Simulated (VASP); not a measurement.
VASP runs on Ag₂O (space group Pn-3m) share one base input (PBE GGA, plane waves, VASP's PBE PAW potentials (set 64)) and change the settings named in each case.

KPOINTS:
```
Automatic mesh
0
Gamma
5 5 5
0 0 0
```

INCAR:
```
SYSTEM = Ag2O
PREC = Accurate; ENCUT = 400; LREAL = .False.
LASPH = .True.
EDIFF = 1E-6; NELM = 100; ALGO = Normal
LMAXMIX = 4
ISMEAR = -1; SIGMA = 0.05
GGA = PE
ISIF = 2
LWAVE = .False.; LCHARG = .False.
```

**POSCAR**
```
Ag2O
1
    4.8435200000     0.0000000000     0.0000000000
    0.0000000000     4.8435200000     0.0000000000
    0.0000000000     0.0000000000     4.8435200000
Ag O
4 2
Direct
  0.7500000000   0.2500000000   0.7500000000
  0.2500000000   0.7500000000   0.7500000000
  0.7500000000   0.7500000000   0.2500000000
  0.2500000000   0.2500000000   0.2500000000
  0.0000000000   0.0000000000   0.0000000000
  0.5000000000   0.5000000000   0.5000000000
```

POTCAR, in this order: Ag O (PBE.64 set). Program: vasp_std.

```csv
change,E(σ→0) (eV/atom),pressure (GPa),−TS (eV)
base run,-3.5793,-3.48,-0.0029
"GGA removed, POTCAR Ag O (LDA.64 set)",-4.3742,-11.60,-0.0029
"GGA_COMPAT = .FALSE., LNONCOLLINEAR = .TRUE., LSORBIT = .TRUE., MAGMOM = 0.0 0.0 0.0 0.0 0.0 0.0 0.0 0.0 0.0 0.0 0.0 0.0 0.0 0.0 0.0 0.0 0.0 0.0, program vasp_ncl",-3.5961,___,___
KPOINTS 1×1×1 Γ-centred mesh,-2.9858,9.48,-0.2068
```

Problem. Some entries are withheld; supply them.

Solution. 
- GGA_COMPAT = .FALSE., LNONCOLLINEAR = .TRUE., LSORBIT = .TRUE., MAGMOM = 0.0 0.0 0.0 0.0 0.0 0.0 0.0 0.0 0.0 0.0 0.0 0.0 0.0 0.0 0.0 0.0 0.0 0.0, program vasp_ncl, pressure (GPa): -3.51
- GGA_COMPAT = .FALSE., LNONCOLLINEAR = .TRUE., LSORBIT = .TRUE., MAGMOM = 0.0 0.0 0.0 0.0 0.0 0.0 0.0 0.0 0.0 0.0 0.0 0.0 0.0 0.0 0.0 0.0 0.0 0.0, program vasp_ncl, −TS (eV): -0.0022

Energies of different potentials or functionals have different zeros.  At 400 eV the pressure can carry a Pulay error.

Left out are runs that ran out of time, are held back, or changed the cell or the kind of run, fixed moments of cells without a moment, rows past the twelfth, gaps on odd meshes, pressures of charged cells and columns that move by less than the noise.

The structure is a typed Ag2O crystal. The cell was not relaxed at this level, its lattice was scaled by up to 2.5 %.
